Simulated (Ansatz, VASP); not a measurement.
# Ga2O3 (partly crystallised Ga2O3) in two plane-wave programs, part 2 of 2

Aim: how closely do two programs agree when they are given the same cell, functional and k mesh? The cell is taken from a series of runs on this material, whose earlier steps may have relaxed, scaled, displaced or heated it; both programs get it as it stands.

VASP 6.6.1 and Ansatz 0.2.0.

So far: The starting structure; Ansatz: single point, revPBE.

**3. VASP: single point, revPBE**

Level of this step: revPBE; plane waves and PAW (Ga_d, O) (VASP).

The same cell, functional and mesh now go to VASP, with its own data sets.

Lines of VASP's logs that name or quote its potential files are left out, and so is its time.

Input file INCAR:

```
SYSTEM = Ga2O3
PREC = Accurate
ENCUT = 600
EDIFF = 1E-06
NELM = 120
ISMEAR = 0
SIGMA = 0.01
LREAL = Auto
ALGO = Normal
GGA = RE
NBANDS = 408
LORBIT = 11
LWAVE = .FALSE.
LCHARG = .FALSE.
ISIF = 2
LASPH = .TRUE.
GGA_COMPAT = .FALSE.
EFERMI = MIDGAP
NCORE = 2
```

Input file POSCAR:

```
Ga2O3
1.0
    9.9079400000      0.0547600000     -0.0582300000
    0.0547600000      9.7207300000      0.1088800000
   -0.0582300000      0.1088800000      9.1998000000
Ga O
32 48
Direct
    0.1335800000      0.8742600000      0.4178800000
    0.0641500000      0.5703200000      0.9434900000
    0.8550200000      0.3409300000      0.4347500000
    0.8591800000      0.0557000000      0.2730300000
    0.3338000000      0.5615100000      0.7708500000
    0.1301500000      0.2828300000      0.4159600000
    0.5442600000      0.9580200000      0.9237800000
    0.8947700000      0.0718800000      0.6079300000
    0.5354600000      0.8391500000      0.5958800000
    0.5523300000      0.8184800000      0.2746900000
    0.1191500000      0.2788900000      0.7944900000
    0.8251900000      0.7738900000      0.4365900000
    0.6075300000      0.5450100000      0.5956400000
    0.1378600000      0.0430400000      0.0711600000
    0.5975900000      0.2461800000      0.0989000000
    0.3343700000      0.0642500000      0.6174100000
    0.5819800000      0.2404500000      0.4482700000
    0.5951600000      0.5590900000      0.9389000000
    0.8194500000      0.7717400000      0.7635100000
    0.3218300000      0.7615500000      0.0637900000
    0.1306400000      0.8613300000      0.7793800000
    0.0684100000      0.5684900000      0.6016600000
    0.3378300000      0.5642300000      0.4327300000
    0.8671000000      0.3425700000      0.1213200000
    0.5960700000      0.5330800000      0.2645400000
    0.8268300000      0.7740100000      0.1034400000
    0.8180300000      0.3575300000      0.7788800000
    0.2976100000      0.3724700000      0.1078400000
    0.3605400000      0.0688700000      0.2814700000
    0.8681500000      0.0551500000      0.9327500000
    0.4601200000      0.2566600000      0.7819400000
    0.0730100000      0.5782500000      0.2628000000
    0.9761400000      0.2280400000      0.2899200000
    0.9237100000      0.7025600000      0.2711800000
    0.5070000000      0.1665800000      0.6121200000
    0.9229800000      0.6932000000      0.6013500000
    0.2059200000      0.9212600000      0.6021800000
    0.2728500000      0.1786700000      0.1265100000
    0.5149200000      0.4319600000      0.4370300000
    0.7289100000      0.9050500000      0.9332600000
    0.2455800000      0.4742700000      0.6033000000
    0.5281900000      0.1648600000      0.2715900000
    0.9539400000      0.9388400000      0.7642600000
    0.1733300000      0.6522300000      0.0991900000
    0.4290800000      0.6591800000      0.2665100000
    0.9157800000      0.7030800000      0.9360600000
    0.2175800000      0.9087700000      0.9490600000
    0.4521600000      0.9300300000      0.7481600000
    0.0053200000      0.4610900000      0.1061300000
    0.0357800000      0.1711200000      0.9432700000
    0.1550600000      0.6677000000      0.7759200000
    0.9539900000      0.9672500000      0.1082500000
    0.2748100000      0.1567800000      0.4401300000
    0.9534200000      0.9517800000      0.4375600000
    0.7415200000      0.3952700000      0.2710900000
    0.6773700000      0.6370100000      0.7673700000
    0.5003600000      0.4402700000      0.7742400000
    0.4642500000      0.9233500000      0.4199100000
    0.4407000000      0.6621500000      0.5963700000
    0.5319900000      0.1529200000      0.9381300000
    0.2839100000      0.1867600000      0.7652800000
    0.2299800000      0.4231400000      0.9187900000
    0.8040200000      0.1644900000      0.7689200000
    0.6639200000      0.6520400000      0.1077100000
    0.6632000000      0.6616400000      0.4214500000
    0.7337600000      0.8903200000      0.2631200000
    0.7683800000      0.1587400000      0.4514400000
    0.9947700000      0.4392800000      0.7781800000
    0.4941200000      0.4134700000      0.1029800000
    0.7236900000      0.8738400000      0.6004700000
    0.2354700000      0.4290500000      0.2954400000
    0.7765700000      0.1665100000      0.1042000000
    0.0330900000      0.2164100000      0.5981400000
    0.2157000000      0.9396500000      0.2488200000
    0.4204100000      0.6585900000      0.9236400000
    0.7475600000      0.4043200000      0.5949500000
    0.7378900000      0.3997800000      0.9562300000
    0.4618900000      0.8976400000      0.1018400000
    0.1647500000      0.6805800000      0.4255100000
    0.0097300000      0.4543700000      0.4379900000
```

Input file KPOINTS:

```
Automatic mesh
0
Gamma
1 1 1
0 0 0
```

The projector-augmented-wave data sets are Ga_d and O (PBE family, release 64).

Run with:

```sh
$ mpirun -np 8 vasp_gam
```

Numbers of over 12 decimals in the logs are rounded to 6 here.

Output:

```text
[banner, memory and clock lines left out]
running    8 mpi-ranks, on    1 nodes
[...]
|                                                                             |
|               ----> ADVICE to this user running VASP <----                  |
|                                                                             |
|     You enforced a specific xc type in the INCAR file but a different       |
|     [... a line on the potential file left out ...]
|     I HOPE YOU KNOW WHAT YOU ARE DOING!                                     |
|                                                                             |

 LDA part: xc-table for (Slater+PW92), standard interpolation
 POSCAR, INCAR and KPOINTS ok, starting setup
[...]
entering main loop
       N       E                     dE             d eps       ncg     rms          rms(c)
DAV:   1     0.220363546393E+05    0.22036E+05   -0.26857E+05   848   0.396E+03
DAV:   2     0.545688287682E+04   -0.16579E+05   -0.15651E+05   816   0.120E+03
DAV:   3     0.375280025999E+03   -0.50816E+04   -0.47840E+04  1024   0.425E+02
DAV:   4    -0.437328362334E+03   -0.81261E+03   -0.79094E+03   960   0.171E+02
[...]
DAV:  19    -0.444238329403E+03    0.12923E-05   -0.44197E-06   800   0.419E-02    0.322E-03
DAV:  20    -0.444238330697E+03   -0.12945E-05   -0.14079E-05   904   0.173E-02    0.325E-03
DAV:  21    -0.444238331007E+03   -0.30991E-06   -0.42186E-06   640   0.838E-03
   1 F= -.44423833E+03 E0= -.44423833E+03  d E =0.000000E+00
```

From OUTCAR (step 3):

```text
  Total        1.3258043      1.1272735      1.7077585     -0.0516578     -0.0303178      0.1183149
  in kB        2.3978221      2.0387634      3.0886166     -0.0934272     -0.0548321      0.2139819
  external PRESSURE =       2.5084007 kB  Pullay stress =       0.0000000 kB

 POSITION                                       TOTAL-FORCE (eV/Angst)
 -----------------------------------------------------------------------------------
      1.34704      8.55126      3.93182         0.013423     -0.006553     -0.003156
      0.61189      5.65017      8.73828        -0.012828      0.008818      0.011595
      8.46484      3.40824      3.98695         0.000856      0.025644      0.022883
      8.49986      0.61822      2.46786        -0.011805     -0.003174      0.004859
      3.29313      5.56050      7.13337         0.001890      0.014586      0.017092
      1.28078      2.80173      3.84996         0.041206     -0.025427      0.004280
      5.39116      9.44304      8.57121        -0.013717      0.004604     -0.012995
      8.83386      0.81392      5.54856        -0.019531     -0.015758      0.002379
      5.31656      8.25135      5.54216        -0.004072      0.007302      0.011500
      5.50128      8.01638      2.58405         0.013753      0.006591     -0.000510
      1.14954      2.80404      7.33258         0.027730     -0.026870     -0.000305
      8.19289      7.61550      4.05275         0.019975     -0.023411      0.002262
      6.01453      5.39602      5.50373         0.025492     -0.003396      0.018085
      1.36412      0.43368      0.65132         0.015242      0.003455     -0.006659
[...]
-----------------------------------------------------------------------------------
    total drift:                                0.026313     -0.000902      0.001483

  FREE ENERGIE OF THE ION-ELECTRON SYSTEM (eV)
  ---------------------------------------------------
  free  energy   TOTEN  =      -444.2383310073 eV

  energy  without entropy=     -444.2383310073  energy(sigma->0) =     -444.23833101

[... 3 further parts left out ...]
[key lines of the parts left out:]
E-fermi :   4.4447
```

The run ends at a pressure of 0.25 GPa, with forces up to 0.063 eV/Å.

**4. Comparison**

Known differences besides the potentials themselves: fixed occupations in Ansatz, narrow Gaussian smearing in VASP; the cutoff is 420 eV in Ansatz and 600 eV in VASP (PREC = Accurate, projectors in real space); Ansatz makes its cores anew for this functional, VASP keeps those of its PBE data sets. Total energies have different zeros and are not compared.

The two programs side by side:

| quantity | Ansatz | VASP | difference |
| --- | --- | --- | --- |
| pressure (GPa) | 0.00 | 0.25 | -0.25 |
| gap on the k mesh (eV) | 1.778 | 1.758 | +0.020 |

At this near-relaxed geometry the largest component of a force difference is 56 meV/Å. A gap on the mesh is an upper bound, since the band edges may lie between its points.

**5. Outcome**

| Quantity | Value |
| --- | --- |
| r.m.s. force difference (single point, revPBE) | 15 meV/Å |

In words: The r.m.s. force difference is 15 meV/Å (single point, revPBE), beyond the 12 meV/Å picked in this series as the mark of a large difference. What causes the difference of the single point, revPBE pair stays open here. Such differences can come from data sets, numerical settings and the points named under the comparisons, not from the functional's error against experiment.

[Lines on the potential files, build, host, timing and source positions are cut from VASP's logs without a mark.]

[Logs are printed without paths, hosts, clocks, repeated set-up lines and the standing remarks that a program may print on its own settings, such as how far it seeks lower states.]

[Hosts, paths, dates, database ids (printed as entryN), source tags and the programs' standing remarks are cut or masked in the printed files.]
